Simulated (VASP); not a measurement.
Write the native input for VASP 6.6.1 that does the following.

* Task: relaxation of cell and atoms
* Functional: PBE
* Potentials or basis: VASP PAW PBE potentials, release 64 (Cs_sv, Os)
* Cutoff: 600 eV
* k mesh: 10 × 10 × 10
* Occupations: methfessel-paxton, width 0.1 eV
* Spin: no spin polarisation
* Further INCAR settings: ALGO = Fast; EDIFF = 1e-07; IBRION = 2; EDIFFG = -0.005; NSW = 60; ISIF = 3

The structure of CsOs lies in POSCAR:

```
CsOs
1.0
    1.5388200000      0.8884400000      6.1509100000
   -1.5388200000      0.8884400000      6.1509100000
    0.0000000000     -1.7768800000      6.1509100000
Cs Os
1 1
Direct
    0.5000000000      0.5000000000      0.5000000000
    0.0000000000      0.0000000000      0.0000000000
```

The cell was built by a generator and needn't be a form met in nature.

One way to write it, as run:

INCAR

```
SYSTEM = CsOs
ALGO = Fast ; EDIFF = 1E-7
EDIFFG = -0.005 ; ENCUT = 600
GGA = PE ; IBRION = 2
ISIF = 3 ; ISMEAR = 1
LASPH = .True. ; LCHARG = .False.
LREAL = .False. ; LWAVE = .False.
NELM = 60 ; NSW = 60
PREC = Accurate ; SIGMA = 0.1
```

KPOINTS

```
k-points
0
Gamma
  10 10 10
  0 0 0
```

Potentials or basis: VASP PAW PBE potentials, release 64 (Cs_sv, Os).

Command:

```sh
$ cat potpaw_PBE.64/Cs_sv/POTCAR potpaw_PBE.64/Os/POTCAR > POTCAR
$ mpirun -np 1 vasp_std > vasp.out
```

Results of the run:

```json
{"Relaxed volume": "25.44 Å³/atom", "Relaxed cell": "a = 6.403 Å, b = 6.403 Å, c = 6.403 Å, α = 27.94°, β = 27.94°, γ = 27.94°", "Space group after relaxing (to 0.05 Å)": "R-3m (No. 166)", "Energy gained by relaxing": "0.7 meV/atom", "Ionic steps": "5", "Pressure after relaxing": "0.0 GPa", "Band gap on the k mesh": "none (metal or under the smearing width)"}
```

It took 10 min on 1 thread of Intel(R) Xeon(R) 6975P-C (Granite Rapids) (shared host), peak memory 0.51 GiB.
